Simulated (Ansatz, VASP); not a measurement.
# Cross-check of Ni (Ni wire of staggered 3-rings) between VASP and Ansatz, part 2 of 2

Aim: how closely do two programs agree when they are given the same cell, functional and k mesh? The cell is taken from a series of runs on this material, whose earlier steps may have relaxed, scaled, displaced or heated it; both programs get it as it stands.

VASP 6.6.1 and Ansatz 0.2.0.

So far: Starting point; Ansatz: single point, PBE; VASP: single point, PBE.

## Step 3: VASP: single point, PBE (continued)

Level of this step: PBE, spin-polarised from a ferromagnetic start; plane waves and PAW (Ni) (VASP).

Numbers of over 12 decimals in the logs are rounded to 6 here.

From OUTCAR (step 3):

```text
ion  position               nearest neighbor table
   1  0.430  0.626  0.000-   2 2.32   3 2.32   4 2.40   4 2.40   5 2.40   5 2.40
   2  0.430  0.374  0.000-   1 2.32   3 2.32   4 2.40   4 2.40   6 2.40   6 2.40
   3  0.640  0.500  0.000-   1 2.32   2 2.32   5 2.40   6 2.40   5 2.40   6 2.40
   4  0.360  0.500  0.500-   5 2.32   6 2.32   1 2.40   2 2.40   1 2.40   2 2.40
   5  0.570  0.626  0.500-   6 2.32   4 2.32   3 2.40   3 2.40   1 2.40   1 2.40
   6  0.570  0.374  0.500-   5 2.32   4 2.32   3 2.40   3 2.40   2 2.40   2 2.40

  LATTYP: Found a simple orthorhombic cell.
 ALAT       =     3.9845531436
 B/A-ratio  =     2.3187041726
 C/A-ratio  =     2.4135705193

 Subroutine GETGRP returns: Found  8 space group operations
 (whereof  2 operations were pure point group operations)

The static configuration has the point symmetry C_1h.
 The point group associated with its full space group is D_2h.

 Found     11 irreducible k-points:

   k-points           NKPTS =     11   k-points in BZ     NKDIM =     11   number of bands    NBANDS=     44

   dimension x,y,z NGX =    72 NGY =   70 NGZ =   30
   dimension x,y,z NGXF=   144 NGYF=  140 NGZF=   60

   ENCUT  =  520.0 eV  38.22 Ry    6.18 a.u.  17.88 17.18  7.41*2*pi/ulx,y,z

   NELECT =      60.0000    total number of electrons

 k-points in reciprocal lattice and weights: Automatic mesh
   0.00000000  0.00000000  0.00000000       0.048
   0.00000000  0.00000000  0.04761905       0.095
   0.00000000  0.00000000  0.09523810       0.095
   0.00000000  0.00000000  0.14285714       0.095
   0.00000000  0.00000000  0.19047619       0.095
   0.00000000  0.00000000  0.23809524       0.095
   0.00000000  0.00000000  0.28571429       0.095
   0.00000000  0.00000000  0.33333333       0.095
   0.00000000  0.00000000  0.38095238       0.095
   0.00000000  0.00000000  0.42857143       0.095
   0.00000000  0.00000000  0.47619048       0.095

 average (electrostatic) potential at core
       1 -92.8479       2 -92.8479       3 -92.8443       4 -92.8443       5 -92.8479
       6 -92.8479

 E-fermi :  -1.6745

 spin component 1
 k-point     1 :       0.0000    0.0000    0.0000
  band No.  band energies     occupation
    ...
     29      -2.6838      1.00000
     30      -2.6209      1.00000
     31      -2.5098      1.00000
     32      -2.5097      1.00000
     33      -1.9900      0.99819
     34      -0.1683      0.00000
     35      -0.1188      0.00000
     36       0.0748      0.00000
     37       1.6466      0.00000
     38       2.8539      0.00000
    ...

 k-point     2 :       0.0000    0.0000    0.0476
  band No.  band energies     occupation
    ...
     29      -2.6532      1.00000
     30      -2.6229      1.00000
     31      -2.4915      1.00000
     32      -2.4915      1.00000
     33      -2.0070      0.99871
     34      -0.1479      0.00000
     35      -0.0990      0.00000
     36       0.0940      0.00000
     37       1.4719      0.00000
     38       2.8708      0.00000
    ...

 k-point     3 :       0.0000    0.0000    0.0952
  band No.  band energies     occupation
    ...
     29      -2.6279      1.00000
     30      -2.6252      1.00000
     31      -2.4376      1.00000
     32      -2.4372      1.00000
     33      -2.0567      0.99952
     34      -0.0861      0.00000
     35      -0.0393      0.00000
     36       0.1521      0.00000
     37       1.0319      0.00000
     38       2.9200      0.00000
    ...

 k-point     4 :       0.0000    0.0000    0.1429
  band No.  band energies     occupation
    ...
     29      -2.6134      1.00000
     30      -2.6106      1.00000
     31      -2.3562      1.00000
     32      -2.3555      1.00000
     33      -2.1364      0.99990
     34       0.0177      0.00000
     35       0.0623      0.00000
     36       0.2497      0.00000
     37       0.4642      0.00000
     38       2.9983      0.00000
    ...

 k-point     5 :       0.0000    0.0000    0.1905
  band No.  band energies     occupation
    ...
     29      -2.6041      1.00000
     30      -2.6013      1.00000
     31      -2.2545      0.99999
     32      -2.2534      0.99999
     33      -2.2414      0.99999
     34      -0.1410      0.00000
     35       0.1632      0.00000
     36       0.2079      0.00000
     37       0.3871      0.00000
     38       3.1000      0.00000
    ...

 k-point     6 :       0.0000    0.0000    0.2381
  band No.  band energies     occupation
    ...
     29      -2.5765      1.00000
     30      -2.5685      1.00000
     31      -2.3658      1.00000
     32      -2.1309      0.99989
     33      -2.1291      0.99989
     34      -0.7339      0.00000
     35       0.3476      0.00000
     36       0.3992      0.00000
     37       0.5610      0.00000
     38       2.5744      0.00000
    ...

  Total        0.1611667      0.2535914      0.1116603      0.0000000     -0.0000000      0.0000000
  in kB        0.7293598      1.1476272      0.5053185      0.0000000     -0.0000000      0.0000000
  external PRESSURE =       0.7941018 kB  Pullay stress =       0.0000000 kB

  energy-cutoff  :      520.00
  volume of cell :      354.03
      direct lattice vectors                 reciprocal lattice vectors
     9.617000000  0.000000000  0.000000000     0.103982531  0.000000000  0.000000000
     0.000000000  9.239000000  0.000000000     0.000000000  0.108236822  0.000000000
     0.000000000  0.000000000  3.984553144     0.000000000  0.000000000  0.250969171

 POSITION                                       TOTAL-FORCE (eV/Angst)
 -----------------------------------------------------------------------------------
      4.13639      5.78047      0.00000        -0.004710      0.006195      0.000000
      4.13639      3.45877      0.00000        -0.004710     -0.006195      0.000000
      6.15079      4.61962      0.00000         0.008491     -0.000000     -0.000000
      3.46580      4.61962      1.99228        -0.008491     -0.000000     -0.000000
      5.48019      5.78047      1.99228         0.004710      0.006195     -0.000000
      5.48019      3.45877      1.99228         0.004710     -0.006195     -0.000000
 -----------------------------------------------------------------------------------
    total drift:                                0.000010     -0.000002     -0.000000

  FREE ENERGIE OF THE ION-ELECTRON SYSTEM (eV)
  ---------------------------------------------------
  free  energy   TOTEN  =       -24.2376108342 eV

  energy  without entropy=      -24.1632157161  energy(sigma->0) =      -24.20041328

 total charge
# of ion       s       p       d       tot
------------------------------------------
    1        0.505   0.312   8.354   9.171
    2        0.505   0.312   8.354   9.171
    3        0.504   0.312   8.354   9.171
    4        0.504   0.312   8.354   9.171
    5        0.505   0.312   8.354   9.171
    6        0.505   0.312   8.354   9.171
--------------------------------------------------
tot          3.028   1.873  50.125  55.026

 magnetization (x)
# of ion       s       p       d       tot
------------------------------------------
    1        0.015  -0.000   0.851   0.865
    2        0.015  -0.000   0.851   0.865
    3        0.014  -0.001   0.848   0.861
    4        0.014  -0.001   0.848   0.861
    5        0.015  -0.000   0.851   0.865
    6        0.015  -0.000   0.851   0.865
--------------------------------------------------
tot          0.087  -0.002   5.100   5.184

[... 6 further parts left out ...]
```

The magnetic state follows from one typed start and may not be the lowest.

## Step 4: Differences

Known differences besides the potentials themselves: VASP starts from the moments at which Ansatz ended; the data sets hold 108 valence electrons in Ansatz (on its default PAW (the set named soft_2) files) and 60 in VASP; the cutoff is 350 eV in Ansatz and 520 eV in VASP; site moments are counted in spheres of each program's own size; Ansatz's log warns that its cutoff lies below the recommended one. Total energies have different zeros and are not compared.

The two programs side by side:

```tsv
quantity	Ansatz	VASP	difference
total moment (μB)	5.61	5.57	+0.04
moment on Ni1 (μB)	0.88	0.86	+0.01
moment on Ni2 (μB)	0.88	0.86	+0.01
moment on Ni6 (μB)	0.88	0.86	+0.01
moment on Ni5 (μB)	0.88	0.86	+0.01
moment on Ni4 (μB)	0.88	0.86	+0.01
moment on Ni3 (μB)	0.88	0.86	+0.01
```

## Step 5: Results

| Property | Result |
| --- | --- |
| difference in total moment (single point, PBE) | 0.043 μB |

What this shows: The difference in total moment is 0.043 μB (single point, PBE). The data sets hold unlike numbers of valence electrons (108 in Ansatz and 60 in VASP), so part of the differences may come from the potentials. How closely two codes agree says nothing of how well the functional describes the real material.

[Lines on the potential files, build, host, timing and source positions are cut from VASP's logs without a mark.]

[Logs are printed without paths, hosts, clocks, repeated set-up lines and the standing remarks that a program may print on its own settings, such as how far it seeks lower states.]

[Hosts, paths, dates, database ids (printed as entryN), source tags and the programs' standing remarks are cut or masked in the printed files.]
